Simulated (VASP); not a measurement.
Calculation: PBEsol GGA, VASP's PBE PAW potentials (set 64) (plane waves; VASP).

Input for VASP

**KPOINTS**
```
Automatic mesh
0
Gamma
7 10 1
0 0 0
```

### POSCAR
```
Tc(100) slab
1
    4.3570556540     0.0000000000     0.0000000000
    0.0000000000     2.7199175767     0.0000000000
    0.0000000000     0.0000000000    24.3121311673
Tc
8
Direct
  0.2500000000   0.5000000000   0.3721407350
  0.7500000000   0.0000000000   0.3434681921
  0.2500000000   1.0000000000   0.4666391380
  0.7500000000   0.5000000000   0.4348787654
  0.2500000000   0.5000000000   0.5651212346
  0.7500000000   0.0000000000   0.5333608620
  0.2500000000   0.0000000000   0.6565318079
  0.7500000000   0.5000000000   0.6278592650
```

**INCAR**
```
ALGO  =  Normal
DIPOL  =  0.5 0.5 0.5
EDIFF  =  1E-6
ENCUT  =  400
GGA  =  PS
IDIPOL  =  3
ISMEAR  =  1
LASPH  =  .TRUE.
LCHARG  =  .FALSE.
LDIPOL  =  .TRUE.
LMAXMIX  =  4
LORBIT  =  11
LREAL  =  .FALSE.
LVHAR  =  .TRUE.
LWAVE  =  .FALSE.
NELM  =  100
NELMIN  =  4
PREC  =  Normal
SIGMA  =  0.1
SYSTEM  =  Tc(100) slab
```

POTCAR, in this order: Tc_pv (PBE.64 set). Program: vasp_std. Read from the step before: WAVECAR.

The resulting files:

OUTCAR:
```
 ion  position               nearest neighbor table
   1  0.250  0.500  0.372-   4 2.66   4 2.66   2 2.66   2 2.66   2 2.66   2 2.66   3 2.67   3 2.67
  LATTYP: Found a simple orthorhombic cell.
 ALAT       =     2.7199175767
 B/A-ratio  =     1.6019072384
 C/A-ratio  =     8.9385543796
 Subroutine PRICEL returns:
 Original cell was already a primitive cell.
 Subroutine GETGRP returns: Found  8 space group operations
The static configuration has the point symmetry C_2h.
 The point group associated with its full space group is D_2h.
The dynamic configuration has the point symmetry C_2h.
 Subroutine INISYM returns: Found  8 space group operations
 Subroutine IBZKPT returns following result:
 Found     24 irreducible k-points:

 Following reciprocal coordinates:
            Coordinates               Weight
  0.000000  0.000000  0.000000      1.000000
  0.142857  0.000000  0.000000      2.000000
  0.285714  0.000000  0.000000      2.000000
  0.428571  0.000000  0.000000      2.000000
  0.000000  0.100000  0.000000      2.000000
  0.142857  0.100000  0.000000      4.000000
  0.285714  0.100000  0.000000      4.000000
  0.428571  0.100000  0.000000      4.000000
  0.000000  0.200000  0.000000      2.000000
  0.142857  0.200000  0.000000      4.000000
  0.285714  0.200000  0.000000      4.000000
  0.428571  0.200000  0.000000      4.000000
  0.000000  0.300000  0.000000      2.000000
  0.142857  0.300000  0.000000      4.000000
  0.285714  0.300000  0.000000      4.000000
  0.428571  0.300000  0.000000      4.000000
  0.000000  0.400000  0.000000      2.000000
  0.142857  0.400000  0.000000      4.000000
  0.285714  0.400000  0.000000      4.000000
  0.428571  0.400000  0.000000      4.000000
  0.000000  0.500000  0.000000      1.000000
  0.142857  0.500000  0.000000      2.000000
...
```

OSZICAR:
```
       N       E                     dE             d eps       ncg     rms          rms(c)
DAV:   1    -0.858216533237E+02   -0.85822E+02   -0.37024E-03  4292   0.407E-01    0.214E-01
DAV:   2    -0.858392516137E+02   -0.17598E-01   -0.95955E-02  3982   0.209E+00    0.954E-01
DAV:   3    -0.858204098586E+02    0.18842E-01   -0.60565E-02  4066   0.159E+00    0.355E-02
DAV:   4    -0.858205414220E+02   -0.13156E-03   -0.82784E-04  3450   0.107E-01    0.131E-02
DAV:   5    -0.858205504276E+02   -0.90056E-05   -0.38939E-05  3890   0.263E-02    0.105E-02
DAV:   6    -0.858205515781E+02   -0.11505E-05   -0.17113E-06  2432   0.849E-03    0.928E-03
DAV:   7    -0.858205522232E+02   -0.64510E-06   -0.80621E-07  1990   0.796E-03
   1 F= -.85820552E+02 E0= -.85820695E+02  d E =0.429521E-03
```

OUTCAR:
```
------------------------ aborting loop because EDIFF is reached ----------------------------------------
  FORCE on cell =-STRESS in cart. coord.  units (eV):
  Direction    XX          YY          ZZ          XY          YZ          ZX
  --------------------------------------------------------------------------------------
  Total       -7.6301389     -2.8988281     -0.7524579      0.0000000      0.0000000      0.0000000
  in kB      -42.4298159    -16.1198562     -4.1842819      0.0000000      0.0000000      0.0000000
  external PRESSURE =     -20.9113180 kB  Pullay stress =       0.0000000 kB
  volume of cell :      288.12
      direct lattice vectors                 reciprocal lattice vectors
     4.357055654  0.000000000  0.000000000     0.229512790  0.000000000  0.000000000
     0.000000000  2.719917577  0.000000000     0.000000000  0.367658200  0.000000000
     0.000000000  0.000000000 24.312131167     0.000000000  0.000000000  0.041131729
 POSITION                                       TOTAL-FORCE (eV/Angst)
 -----------------------------------------------------------------------------------
      1.08926      1.35996      9.04753        -0.000000     -0.000000     -0.020379
      3.26779      0.00000      8.35044         0.000000     -0.000000      0.007258
      1.08926      0.00000     11.34499         0.000000     -0.000000     -0.025005
      3.26779      1.35996     10.57283         0.000000     -0.000000      0.008597
      1.08926      1.35996     13.73930        -0.000000      0.000000     -0.008597
      3.26779      0.00000     12.96714        -0.000000     -0.000000      0.025005
      1.08926      0.00000     15.96169         0.000000     -0.000000     -0.007258
      3.26779      1.35996     15.26460        -0.000000     -0.000000      0.020379
 -----------------------------------------------------------------------------------
    total drift:                               -0.000000      0.000000      0.000000
  FREE ENERGIE OF THE ION-ELECTRON SYSTEM (eV)
  ---------------------------------------------------
  free  energy   TOTEN  =       -85.8205522232 eV

  energy  without entropy=      -85.8209817444  energy(sigma->0) =      -85.82069540

 total charge

# of ion       s       p       d       tot
------------------------------------------
    1        0.493   6.452   5.135  12.080
    2        0.477   6.328   5.194  11.999
    3        0.484   6.530   5.156  12.170
    4        0.498   6.553   5.160  12.211
    5        0.498   6.553   5.160  12.211
    6        0.484   6.530   5.156  12.170
    7        0.477   6.328   5.194  11.999
    8        0.493   6.452   5.135  12.080
--------------------------------------------------
tot          3.905  51.728  41.289  96.923
```
(Selected blocks of OUTCAR.)

File OUTCAR:
```
 val. band max:        2.3431482777   @ k =   0.0000   0.2000   0.0000

 cond. band min:       2.3561231765   @ k =   0.1429   0.1000   0.0000


 Fermi energy:         2.3534416576

 k-point     1 :       0.0000    0.0000    0.0000
  band No.  band energies     occupation
      1     -37.2218      2.00000
      2     -37.1034      2.00000
      3     -37.0085      2.00000
      4     -36.8530      2.00000
      5     -36.7924      2.00000
      6     -36.6738      2.00000
      7     -36.6560      2.00000
      8     -36.5889      2.00000
      9     -36.3301      2.00000
     10     -36.2425      2.00000
     11     -36.1977      2.00000
     12     -36.1649      2.00000
     13     -36.0474      2.00000
     14     -36.0148      2.00000
     15     -36.0102      2.00000
     16     -36.0067      2.00000
     17     -35.9490      2.00000
     18     -35.9214      2.00000
     19     -35.9009      2.00000
     20     -35.8799      2.00000
     21     -35.7550      2.00000
     22     -35.7456      2.00000
     23     -35.7024      2.00000
     24     -35.6964      2.00000
     25      -4.7875      2.00000
     26      -3.6808      2.00000
     27      -3.1949      2.00000
     28      -3.0255      2.00000
     29      -2.8077      2.00000
     30      -2.7981      2.00000
     31      -2.4107      2.00000
     32      -2.3692      2.00000
     33      -2.1774      2.00000
     34      -1.4560      2.00000
     35      -0.1271      2.00000
     36       0.0624      2.00000
     37       0.3074      2.00000
     38       0.4496      2.00000
     39       0.5199      2.00000
     40       0.6576      2.00000
     41       0.8409      2.00000
     42       0.8701      2.00000
     43       1.0494      2.00000
     44       1.1267      2.00000
     45       1.2583      2.00000
     46       1.3098      2.00000
     47       1.3303      2.00000
     48       1.4218      2.00000
     49       1.4747      2.00000
     50       1.6200      2.00000
     51       1.6700      2.00000
...
```

The cell is a thin slab with vacuum, built from Tc (hcp): (100) face.
